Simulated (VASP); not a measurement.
**WSe₂ (2H layered): computed properties**

Method: LDA (Ceperley-Alder, Perdew-Zunger), VASP's LDA PAW potentials (set 64) (plane waves; VASP 6.6.1).

- space group: P6_3/mmc (194)
- cell: a = b = 3.2562 Å, c = 12.8151 Å, α = β = 90.00°, γ = 120.00°
- volume per atom: 19.61 Å^3/atom
- band gap (over mesh and band path): 0.84 eV
- smallest direct gap (over mesh and band path): 1.60 eV
- band-edge character: indirect, Γ to K-Γ at 0.44
- density: 9.65 g/cm³
- optical Γ-point spectrum: 25 (×2), 38, 174 (×2), 176 (×2), 248 (×4), 250, 253, 307, 310 cm⁻¹

```cif
data_Se4W2
_chemical_formula_sum 'W2 Se4'
_space_group_name_H-M_alt 'P 1'
_space_group_IT_number 1
_cell_length_a 3.25616
_cell_length_b 3.25616
_cell_length_c 12.81514
_cell_angle_alpha 90.000
_cell_angle_beta 90.000
_cell_angle_gamma 120.000
loop_
_space_group_symop_operation_xyz
  'x, y, z'
loop_
_atom_site_label
_atom_site_type_symbol
_atom_site_fract_x
_atom_site_fract_y
_atom_site_fract_z
_atom_site_occupancy
W1 W 0.33333 0.66667 0.25000 1
W2 W 0.66667 0.33333 0.75000 1
Se1 Se 0.33333 0.66667 0.88022 1
Se2 Se 0.66667 0.33333 0.38022 1
Se3 Se 0.66667 0.33333 0.11978 1
Se4 Se 0.33333 0.66667 0.61978 1
```

Measured: a 3.282 Å at 300 K (computed value off by -0.8 %), c 12.960 Å at 300 K (computed value off by -1.1 %), as given by arXiv:1605.07067. The calculation is for a static lattice, while the measured a, c hold thermal and zero-point effects, which are part of the difference.  Unless said otherwise, spin-orbit coupling is left out, though it shifts the bands of the heavy elements here.

The compound is WSe2 in the 2H layered structure. It was relaxed first. Symmetry was kept, so distortions that lower it aren't found.
